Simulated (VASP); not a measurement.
Calculation: r2SCAN meta-GGA, VASP's PBE PAW potentials (set 64) (plane waves; VASP).

Input for VASP

File KPOINTS:
```
Regular mesh
0
G
 5 5 3
0 0 0
```

INCAR:
```
! general
SYSTEM  = SrCuSeF
PREC    = Accurate
ENCUT   = 520
LREAL   = .FALSE.
LASPH   = .TRUE.

! electronic loop
EDIFF   = 1E-6
NELM    = 100
ALGO    = Normal
LMAXMIX = 4
LMIXTAU = .TRUE.

! smearing
ISMEAR  = 0
SIGMA   = 0.05

! functional
METAGGA = R2SCAN

! ions
IBRION  = 2
NSW     = 60
ISIF    = 3
EDIFFG  = -0.02

! output
LWAVE   = .FALSE.
LCHARG  = .FALSE.
```

POSCAR:
```
SrCuSeF
1.0
  4.0176274502   0.0000000000   0.0000000000
  0.0000000000   4.0176274502   0.0000000000
  0.0000000000   0.0000000000   8.7279672247
Sr Cu Se F
2 2 2 2
direct
  0.0000000000   0.5000000000   0.6631837067
  0.5000000000   0.0000000000   0.3368162933
  0.5000000000   0.5000000000   0.0000000000
  0.0000000000   0.0000000000   0.0000000000
  0.5000000000   0.0000000000   0.8309901246
  0.0000000000   0.5000000000   0.1690098754
  0.0000000000   0.0000000000   0.5000000000
  0.5000000000   0.5000000000   0.5000000000
```

POTCAR, in this order: Sr_sv Cu Se F (PBE.64 set). Program: vasp_std.

**Question.** What will the output report for the number of irreducible k-points (NKPTS), number of bands (NBANDS), largest plane-wave count, number of space-group operations, FFT grid (NGX, NGY, NGZ)?

**Answer.** 
number of irreducible k-points (NKPTS): 12
number of bands (NBANDS): 40
largest plane-wave count: 3841
number of space-group operations: 16
FFT grid (NGX, NGY, NGZ): 30 × 30 × 70

The structure comes from a computed database's SrCuSeF entry (P4/nmm); how it stands against other phases isn't given here. This run relaxes it. Symmetry was kept, so distortions that lower it aren't found. The start is the result of an earlier pass.
